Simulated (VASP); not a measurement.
## A VASP study of OsPd (r2SCAN): structure first, properties next

What structure does OsPd take at this level, and what are its properties? The steps: rough relaxation of the start cell, relaxing cell and atoms (r2SCAN), density, ELF and potential (r2SCAN), band structure (r2SCAN), density of states (r2SCAN), bands along the symmetry lines (r2SCAN + SOC), volume scan with r2SCAN and fit for r2SCAN. The cell is invented: it takes the structure of COD entry 4334349, Pt (space group 225 there), with all of its atoms replaced by other elements, volume scaled by an estimate. It may not be a known or stable phase. Left out of this account: 1 further run (relaxation: it shows nothing beyond the runs told).

Program: VASP 6.6.1. Level of theory: r2SCAN; plane waves and PAW (Os, Pd), in the first sound run; inputs show where later runs differ. Results are calculated unless marked as measured.

## 1. The structure

Before any relaxation, the start is as follows. Symmetry: P4/mmm, No. 123, tetragonal system. The conventional cell has a = 2.756 Å, b = 2.756 Å, c = 3.898 Å, α = 90.00°, β = 90.00°, γ = 90.00°. Nearest to Os lie 4 Os at 2.76 Å and 8 Pd at 2.76 Å. Nearest to Pd lie 4 Pd at 2.76 Å and 8 Os at 2.76 Å. It derives from Pt. it takes the structure of COD entry 4334349, Pt (space group 225 there), with all of its atoms replaced by other elements, volume scaled by an estimate. Farther neighbours are not listed.

Structure file:

```
Os Pd
1.0
     2.75613    0.00000    0.00000
     0.00000    2.75613    0.00000
     0.00000    0.00000    3.89776
Os Pd
1 1
Direct
  0.00000 0.00000 0.00000
  0.50000 0.50000 0.50000
```

## 2. Rough relaxation of the start cell

The start is only an estimate, so a cheap relaxation brings it near a minimum before any careful run. r2SCAN adds the kinetic-energy density, costs more than a GGA and is run with LASPH.

INCAR reads:

```
SYSTEM = OsPd
PREC = Normal
ENCUT = 400
EDIFF = 1E-05
NELM = 60
ISMEAR = 1
SIGMA = 0.2
LREAL = .FALSE.
ALGO = Normal
METAGGA = R2SCAN
LASPH = .TRUE.
NBANDS = 15
LORBIT = 11
LWAVE = .FALSE.
LCHARG = .FALSE.
IBRION = 2
NSW = 40
ISIF = 3
EDIFFG = -0.04
```

POSCAR reads:

```
OsPd
1.0
    2.7561330000      0.0000000000      0.0000000000
    0.0000000000      2.7561330000      0.0000000000
    0.0000000000      0.0000000000      3.8977610000
Os Pd
1 1
Direct
    0.0000000000      0.0000000000      0.0000000000
    0.5000000000      0.5000000000      0.5000000000
```

KPOINTS reads:

```
Automatic mesh
0
Gamma
6 6 4
0 0 0
```

Potentials, in the order of the species: Os and Pd (PBE family, release 64).

Started as:

```console
$ mpirun -np 1 vasp_std
```

Log:

```text
[banner, memory and clock lines left out]
running    1 mpi-ranks, on    1 nodes
 distrk:  each k-point on    1 cores,    1 groups
 distr:  one band on    1 cores,    1 groups

 POSCAR found type information on POSCAR OsPd
 POSCAR found :  2 types and       2 ions
|                                                                             |
|               ----> ADVICE to this user running VASP <----                  |
|                                                                             |
|     You enforced a specific xc type in the INCAR file but a different       |
|     [... a line on the potential file left out ...]
|     I HOPE YOU KNOW WHAT YOU ARE DOING!                                     |
|                                                                             |

 LDA part: xc-table for (None), standard interpolation
 POSCAR, INCAR and KPOINTS ok, starting setup
 FFT: planning ... GRIDC
 FFT: planning ... GRID_SOFT
 FFT: planning ... GRID
 WAVECAR not read
 entering main loop
       N       E                     dE             d eps       ncg     rms          rms(c)
DAV:   1     0.196694189857E+02    0.19669E+02   -0.80083E+03   980   0.957E+02
DAV:   2    -0.774157356658E+02   -0.97085E+02   -0.90028E+02   977   0.275E+02
DAV:   3    -0.796831263591E+02   -0.22674E+01   -0.22443E+01  1159   0.402E+01
DAV:   4    -0.797016662786E+02   -0.18540E-01   -0.18537E-01  1108   0.378E+00
DAV:   5    -0.797020625045E+02   -0.39623E-03   -0.39622E-03  1201   0.517E-01    0.165E+01
DAV:   6    -0.749738452913E+02    0.47282E+01   -0.32768E+00  1082   0.191E+01    0.661E+00
DAV:   7    -0.750623531889E+02   -0.88508E-01   -0.47666E-01  1203   0.987E+00    0.346E+00
DAV:   8    -0.749398591955E+02    0.12249E+00   -0.30525E-01  1044   0.831E+00    0.252E+00
DAV:   9    -0.749415123789E+02   -0.16532E-02   -0.20715E-02  1119   0.192E+00    0.273E-01
DAV:  10    -0.749411899194E+02    0.32246E-03   -0.21608E-03  1124   0.537E-01    0.870E-02
DAV:  11    -0.749412291788E+02   -0.39259E-04   -0.22186E-04  1110   0.149E-01    0.297E-02
DAV:  12    -0.749412297075E+02   -0.52874E-06   -0.33448E-05  1097   0.629E-02
   1 F= -.74941230E+02 E0= -.74943045E+02  d E =-.749412E+02
 curvature:   0.00 expect dE= 0.000E+00 dE for cont linesearch  0.000E+00
 trial: gam= 0.00000 g(F)=  0.000E+00 g(S)=  0.152E+00 ort = 0.000E+00 (trialstep = 0.100E+01)
 search vector abs. value=  0.152E+00
 bond charge predicted
       N       E                     dE             d eps       ncg     rms          rms(c)
DAV:   1    -0.765104500166E+02   -0.15692E+01   -0.27514E+01   928   0.558E+01    0.123E+01
DAV:   2    -0.766693893378E+02   -0.15894E+00   -0.11867E+01  1027   0.466E+01    0.120E+01
DAV:   3    -0.748201219435E+02    0.18493E+01   -0.28002E+00  1055   0.253E+01    0.182E+00
DAV:   4    -0.748110477159E+02    0.90742E-02   -0.34909E-01  1150   0.586E+00    0.970E-01
DAV:   5    -0.748058785968E+02    0.51691E-02   -0.68486E-02   984   0.345E+00    0.490E-01
DAV:   6    -0.748072172440E+02   -0.13386E-02   -0.12837E-02  1090   0.170E+00    0.269E-01
DAV:   7    -0.748067706795E+02    0.44656E-03   -0.23015E-03  1139   0.652E-01    0.629E-02
DAV:   8    -0.748068218132E+02   -0.51134E-04   -0.22397E-04  1145   0.130E-01    0.415E-02
DAV:   9    -0.748068259588E+02   -0.41456E-05   -0.12997E-05   779   0.388E-02
   2 F= -.74806826E+02 E0= -.74808403E+02  d E =0.134404E+00
[...]
3 F= -.74964011E+02 E0= -.74965773E+02  d E =-.227813E-01
[...]
4 F= -.74971107E+02 E0= -.74973206E+02  d E =-.709606E-02
 trial-energy change:   -0.007096  1 .order   -0.006598   -0.011483   -0.001712
 step:   0.9690(harm=  1.0077)  dis= 0.00000  next Energy=   -74.971220 (dE=-0.721E-02)
 bond charge predicted
       N       E                     dE             d eps       ncg     rms          rms(c)
DAV:   1    -0.749714188143E+02   -0.31266E-03   -0.23529E-02   963   0.120E+00    0.900E-02
DAV:   2    -0.749712531957E+02    0.16562E-03   -0.14410E-04   977   0.142E-01    0.470E-02
DAV:   3    -0.749712367474E+02    0.16448E-04   -0.10370E-04  1110   0.121E-01    0.376E-02
DAV:   4    -0.749712186263E+02    0.18121E-04   -0.41134E-05   954   0.954E-02    0.139E-02
DAV:   5    -0.749712198368E+02   -0.12105E-05   -0.37932E-06   471   0.181E-02
   5 F= -.74971220E+02 E0= -.74973314E+02  d E =-.720878E-02
 curvature:  -0.51 expect dE=-0.132E-03 dE for cont linesearch -0.782E-06
 trial: gam=-0.02918 g(F)=  0.380E-65 g(S)=  0.259E-03 ort = 0.149E-03 (trialstep = 0.880E+00)
 search vector abs. value=  0.263E-03
 reached required accuracy - stopping structural energy minimisation
```

It took 35 s on 1 MPI rank of Intel Xeon 6975P-C (Granite Rapids), shared host; peak memory 0.12 GiB.

Lines that name or quote the potential files are left out of all logs, and their timing lines are given in words.

OUTCAR, selected parts (step 2):

```text
ion  position               nearest neighbor table
   1  0.000  0.000  0.000-   2 2.76   2 2.76   2 2.76   2 2.76   2 2.76   2 2.76   2 2.76   2 2.76

  LATTYP: Found a simple tetragonal cell.
 ALAT       =     2.7561330000
 C/A-ratio  =     1.4142136827

 Subroutine GETGRP returns: Found 16 space group operations
 (whereof 16 operations were pure point group operations)

The static configuration has the point symmetry D_4h.

 Found     30 irreducible k-points:

   k-points           NKPTS =     30   k-points in BZ     NKDIM =     30   number of bands    NBANDS=     15

   dimension x,y,z NGX =    14 NGY =   14 NGZ =   20
   dimension x,y,z NGXF=    28 NGYF=   28 NGZF=   40

   ENCUT  =  400.0 eV  29.40 Ry    5.42 a.u.   4.49  4.49  6.36*2*pi/ulx,y,z

   NELECT =      18.0000    total number of electrons

 k-points in reciprocal lattice and weights: Automatic mesh
   0.00000000  0.00000000  0.00000000       0.007
   0.16666667  0.00000000  0.00000000       0.028
   0.33333333  0.00000000  0.00000000       0.028
   0.50000000  0.00000000  0.00000000       0.014
   0.16666667  0.16666667  0.00000000       0.028
   0.33333333  0.16666667  0.00000000       0.056
   0.50000000  0.16666667  0.00000000       0.028
   0.33333333  0.33333333  0.00000000       0.028
   0.50000000  0.33333333  0.00000000       0.028
[...]
0.50000000  0.33333333  0.50000000       0.028
   0.50000000  0.50000000  0.50000000       0.007

 average (electrostatic) potential at core
       1 -48.2115       2 -76.4572

 E-fermi :   9.6979

 k-point     1 :       0.0000    0.0000    0.0000
  band No.  band energies     occupation
    ...
      4       6.0264      2.00000
      5       6.1550      2.00000
      6       6.1550      2.00000
      7       7.9853      2.00000
      8       8.1622      2.00000
      9      11.1970     -0.00000
     10      11.1970     -0.00000
     11      11.3610     -0.00000
     12      11.8074     -0.00000
     13      21.0503      0.00000
    ...

 k-point     2 :       0.1667    0.0000    0.0000
  band No.  band energies     occupation
    ...
      5       6.3883      2.00000
      6       6.3947      2.00000
      7       7.6468      2.00000
      8       8.3286      2.00000
      9       8.4338      2.00000
     10      10.4921     -0.00000
     11      10.9568     -0.00000
     12      15.2104      0.00000
     13      19.5049      0.00000
     14      21.7662      0.00000
    ...

 k-point     3 :       0.3333    0.0000    0.0000
  band No.  band energies     occupation
    ...
      6       6.4667      2.00000
      7       6.9605      2.00000
      8       7.0369      2.00000
      9       9.1116      2.00027
     10       9.7595      0.50492
     11      10.3653     -0.00003
     12      16.2113      0.00000
     13      19.2628      0.00000
     14      20.9759      0.00000
     15      25.2901      0.00000

  Total        0.0590732      0.0590732      0.0613398      0.0000000     -0.0000000      0.0000000
  in kB        3.2833865      3.2833865      3.4093706      0.0000000     -0.0000000      0.0000000
  external PRESSURE =       3.3253812 kB  Pullay stress =       0.0000000 kB

  energy-cutoff  :      400.00
  volume of cell :       28.83
      direct lattice vectors                 reciprocal lattice vectors
     2.704991581 -0.000000000 -0.000000000     0.369686918  0.000000000  0.000000000
     0.000000000  2.704991581 -0.000000000    -0.000000000  0.369686918 -0.000000000
     0.000000000  0.000000000  3.939552869     0.000000000  0.000000000  0.253835913

 POSITION                                       TOTAL-FORCE (eV/Angst)
 -----------------------------------------------------------------------------------
      0.00000      0.00000      0.00000         0.000000      0.000000      0.000000
      1.35250      1.35250      1.96978         0.000000     -0.000000      0.000000
 -----------------------------------------------------------------------------------
    total drift:                                0.000000     -0.000000     -0.000000

  FREE ENERGIE OF THE ION-ELECTRON SYSTEM (eV)
  ---------------------------------------------------
  free  energy   TOTEN  =       -74.9712198368 eV

  energy  without entropy=      -74.9775028233  energy(sigma->0) =      -74.97331417

 reached required accuracy - stopping structural energy minimisation

 total charge
# of ion       s       p       d       tot
------------------------------------------
    1        0.622   0.602   5.959   7.183
    2        0.571   0.675   8.468   9.714
--------------------------------------------------
tot          1.193   1.277  14.427  16.897

[... 3 further parts left out ...]
```

The k-mesh is coarse for a metal. This relaxation is a rough one on cheap settings, only to bring the start near its minimum. The PAW data sets were made with PBE, which is usual practice but a small mismatch for other functionals. The run keeps the 16 symmetry operations of its start, so it cannot find a distortion of lower symmetry.

The steps of the relaxation:

```csv
step,energy less that of the first step (eV),largest force (eV/Å),pressure (GPa),volume (Å³)
1,0.0000,0.0000,-7.38,29.61
2,0.1344,0.0000,27.76,26.78
3,-0.0228,0.0000,0.79,28.78
4,-0.0299,0.0000,0.37,28.82
5,-0.0300,0.0000,0.33,28.83
```

```csv
"conventional cell, symmetrised",before,after,change
a (Å),2.756,2.705,-1.9 %
b (Å),2.756,2.705,-1.9 %
c (Å),3.898,3.940,+1.1 %
volume (Å³/atom),14.80,14.41,-2.6 %
```

Final coordinates:

```xyz
2
Lattice="2.7050 0.0000 0.0000 0.0000 2.7050 0.0000 0.0000 0.0000 3.9396" Properties=species:S:1:pos:R:3 pbc="T T T"
Os    0.0000    0.0000    0.0000
Pd    1.3525    1.3525    1.9698
```

Numbers from this step:

| Quantity | Value |
| --- | --- |
| electrons | 18 |
| bands | 15 |
| irreducible k-points | 30 |
| symmetry operations | 16 |
| free energy (TOTEN) | -74.9712 eV |
| energy at zero smearing | -74.9733 eV |
| Fermi energy | 9.698 eV |
| pressure | 0.3325 GPa |
| metallic | yes |
| SCF cycles over all ionic steps | 41 |

It ends with forces that vanish by symmetry and a pressure of 0.33 GPa.

(Part 1 of 5 ends here.)

[Lines on the potential files, build, host, timing and source positions are cut from VASP's logs without a mark.]

[Logs are printed without paths, hosts, clocks, repeated set-up lines and the standing remarks that a program may print on its own settings, such as how far it seeks lower states.]

[Hosts, paths, dates, database ids (printed as entryN), source tags and the programs' standing remarks are cut or masked in the printed files.]

[A measured line is paired with the nearest computed mode of its activity, which favours agreement.]
